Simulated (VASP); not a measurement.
Given:

```
CELL_PARAMETERS angstrom
      0.00000     2.80661     2.80661
      2.80661     0.00000     2.80661
      2.80661     2.80661     0.00000
ATOMIC_POSITIONS crystal
  Na 0.00000 0.00000 0.00000
  Cl 0.50000 0.50000 0.50000
```

These are optB86b-vdW, VASP's PBE PAW potentials (set 64) (plane waves; VASP) values and carry that method's errors. Settings: 520 eV cut-off, 9×9×9 Γ-centred mesh, tetrahedra with Blöchl corrections, potentials Na_pv Cl.

**Question.** What does the run give for the energy per atom (σ→0), band gap (on the k-mesh) with the smallest direct gap where there is one?

**Answer.** 
- band gap (on the k-mesh): 5.16 eV
- smallest direct gap (on the k-mesh): 5.16 eV
- energy per atom (σ→0): -1.528 eV/atom

Only differences to runs with the same potentials and settings are physical.

The compound is NaCl in the rock salt structure. It was relaxed first.
